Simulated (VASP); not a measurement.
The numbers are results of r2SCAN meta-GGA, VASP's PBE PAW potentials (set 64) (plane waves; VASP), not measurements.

VASP input:

### INCAR
```
! general
SYSTEM   =  TiC
PREC     =  Accurate
ENCUT    =  520
LREAL    =  F   ! projection in real space or not
LASPH    =  T   ! aspherical one-centre terms

! electronic loop
EDIFF    =  1E-6   ! SCF stop (eV)
NELM     =  100   ! most electronic steps
ALGO     =  Normal   ! blocked Davidson
LMAXMIX  =  4   ! l cut-off of mixed one-centre charges
LMIXTAU  =  T

! smearing
ISMEAR   =  1
SIGMA    =  0.1   ! width (eV)

! functional
METAGGA  =  R2SCAN

! ions
IBRION   =  2   ! conjugate gradients
NSW      =  60   ! most ionic steps
ISIF     =  3   ! ions, shape and volume
EDIFFG   =  -0.01   ! ionic stop

! output
LWAVE    =  F
LCHARG   =  F
```

### POSCAR
```
TiC
1
    2.7065007970     0.0000000000     0.0000000000
   -0.0000000000     2.7065007970     0.0000000000
   -0.0000000000    -0.0000000000     2.7065007970
Ti C
1 1
Direct
  0.0000000000   0.0000000000   0.0000000000
  0.5000000000   0.5000000000   0.5000000000
```

**KPOINTS**
```
Automatic mesh
0
Gamma
12 12 12
0 0 0
```

POTCAR, in this order: Ti_sv C (PBE.64 set). Program: vasp_std.

The resulting files:

### OSZICAR
```
       N       E                     dE             d eps       ncg     rms          rms(c)
DAV:   1     0.113933851970E+03    0.11393E+03   -0.86368E+03  2028   0.162E+03
DAV:   2    -0.212056966207E+02   -0.13514E+03   -0.12851E+03  2116   0.397E+02
DAV:   3    -0.309908108151E+02   -0.97851E+01   -0.90983E+01  2788   0.984E+01
DAV:   4    -0.314010076024E+02   -0.41020E+00   -0.40898E+00  2608   0.186E+01
DAV:   5    -0.314159385099E+02   -0.14931E-01   -0.14926E-01  2772   0.313E+00    0.171E+01
DAV:   6    -0.237866798714E+02    0.76293E+01   -0.38963E+01  2740   0.857E+01    0.108E+01
DAV:   7    -0.223540408249E+02    0.14326E+01   -0.10182E+01  2652   0.375E+01    0.455E+00
DAV:   8    -0.222570577149E+02    0.96983E-01   -0.79589E-01  2400   0.743E+00    0.250E+00
DAV:   9    -0.223155925999E+02   -0.58535E-01   -0.30480E-01  2440   0.816E+00    0.169E+00
DAV:  10    -0.222717723983E+02    0.43820E-01   -0.29834E-01  2452   0.749E+00    0.529E-01
DAV:  11    -0.222725424914E+02   -0.77009E-03   -0.84014E-03  2376   0.101E+00    0.487E-01
DAV:  12    -0.222725291642E+02    0.13327E-04   -0.21840E-04  2600   0.145E-01    0.493E-01
DAV:  13    -0.222696150704E+02    0.29141E-02   -0.33148E-02  2484   0.147E+00    0.372E-01
DAV:  14    -0.222689479463E+02    0.66712E-03   -0.32444E-03  2364   0.524E-01    0.158E-01
DAV:  15    -0.222688673021E+02    0.80644E-04   -0.36610E-04  2124   0.200E-01    0.720E-02
DAV:  16    -0.222688385854E+02    0.28717E-04   -0.89270E-05  2548   0.120E-01    0.522E-02
DAV:  17    -0.222688512809E+02   -0.12696E-04   -0.36771E-05  2096   0.876E-02    0.372E-02
DAV:  18    -0.222688495667E+02    0.17142E-05   -0.20088E-05  2624   0.432E-02    0.209E-02
DAV:  19    -0.222688490246E+02    0.54212E-06   -0.44411E-06  2356   0.246E-02
   1 F= -.22268849E+02 E0= -.22268529E+02  d E =-.222688E+02
       N       E                     dE             d eps       ncg     rms          rms(c)
DAV:   1    -0.222726556120E+02   -0.38060E-02   -0.80616E-02  2108   0.466E+00    0.600E-01
DAV:   2    -0.222715080245E+02    0.11476E-02   -0.30073E-02  2576   0.245E+00    0.386E-01
DAV:   3    -0.222687455013E+02    0.27625E-02   -0.81861E-03  2604   0.947E-01    0.943E-02
DAV:   4    -0.222687095067E+02    0.35995E-04   -0.97625E-04  2160   0.342E-01    0.305E-02
DAV:   5    -0.222687368325E+02   -0.27326E-04   -0.40950E-05  2364   0.762E-02    0.204E-02
DAV:   6    -0.222687678432E+02   -0.31011E-04   -0.10591E-04  2940   0.693E-02    0.189E-02
DAV:   7    -0.222687698716E+02   -0.20284E-05   -0.96874E-06  2856   0.238E-02    0.164E-02
DAV:   8    -0.222687723949E+02   -0.25233E-05   -0.53021E-06  2244   0.214E-02    0.726E-03
DAV:   9    -0.222687721638E+02    0.23109E-06   -0.22686E-06  1636   0.214E-02
   2 F= -.22268772E+02 E0= -.22268469E+02  d E =0.768608E-04
       N       E                     dE             d eps       ncg     rms          rms(c)
DAV:   1    -0.222704792645E+02   -0.17069E-02   -0.33346E-02  2116   0.299E+00    0.381E-01
DAV:   2    -0.222698876839E+02    0.59158E-03   -0.11556E-02  2580   0.153E+00    0.240E-01
DAV:   3    -0.222688750907E+02    0.10126E-02   -0.31628E-03  2620   0.593E-01    0.665E-02
DAV:   4    -0.222688505202E+02    0.24571E-04   -0.45382E-04  2212   0.246E-01    0.235E-02
DAV:   5    -0.222688642438E+02   -0.13724E-04   -0.20304E-05  2328   0.525E-02    0.127E-02
DAV:   6    -0.222688839217E+02   -0.19678E-04   -0.52485E-05  2908   0.505E-02    0.114E-02
DAV:   7    -0.222688857549E+02   -0.18332E-05   -0.22005E-06  1732   0.123E-02    0.104E-02
DAV:   8    -0.222688873236E+02   -0.15687E-05   -0.17888E-06  1404   0.133E-02    0.520E-03
DAV:   9    -0.222688873572E+02   -0.33587E-07   -0.93433E-07  1008   0.144E-02
   3 F= -.22268887E+02 E0= -.22268572E+02  d E =-.383327E-04
```

**OUTCAR**
```
------------------------ aborting loop because EDIFF is reached ----------------------------------------
  FORCE on cell =-STRESS in cart. coord.  units (eV):
  Direction    XX          YY          ZZ          XY          YZ          ZX
  --------------------------------------------------------------------------------------
  Total       -0.0003301     -0.0003301     -0.0003301      0.0000000     -0.0000000      0.0000000
  in kB       -0.0266372     -0.0266372     -0.0266372      0.0000000     -0.0000000      0.0000000
  external PRESSURE =      -0.0266372 kB  Pullay stress =       0.0000000 kB
  volume of cell :       19.86
      direct lattice vectors                 reciprocal lattice vectors
     2.707950075  0.000000000  0.000000000     0.369283027 -0.000000000  0.000000000
     0.000000000  2.707950075  0.000000000    -0.000000000  0.369283027 -0.000000000
    -0.000000000  0.000000000  2.707950075     0.000000000 -0.000000000  0.369283027
 POSITION                                       TOTAL-FORCE (eV/Angst)
 -----------------------------------------------------------------------------------
      0.00000      0.00000      0.00000        -0.000000     -0.000000      0.000000
      1.35398      1.35398      1.35398         0.000000      0.000000      0.000000
 -----------------------------------------------------------------------------------
    total drift:                               -0.000000      0.000000     -0.000000
  FREE ENERGIE OF THE ION-ELECTRON SYSTEM (eV)
  ---------------------------------------------------
  free  energy   TOTEN  =       -22.2688873572 eV

  energy  without entropy=      -22.2679420411  energy(sigma->0) =      -22.26857225

 reached required accuracy - stopping structural energy minimisation
```
(Selected blocks of OUTCAR.)

**CONTCAR**
```
TiC
   1.00000000000000
     2.7079500751464645    0.0000000000000000    0.0000000000000000
     0.0000000000000000    2.7079500751464645    0.0000000000000000
    -0.0000000000000000    0.0000000000000000    2.7079500751464645
  Ti              C
     1     1
Direct
     0.0000000000000000    0.0000000000000000    0.0000000000000000
     0.5000000000000000    0.5000000000000000    0.5000000000000000
```

The structure was generated: TiC was put into the CsCl type (Pm-3m), which need not be its known phase. This run relaxes it. Symmetry was kept, so distortions that lower it aren't found. The start is the result of an earlier pass.
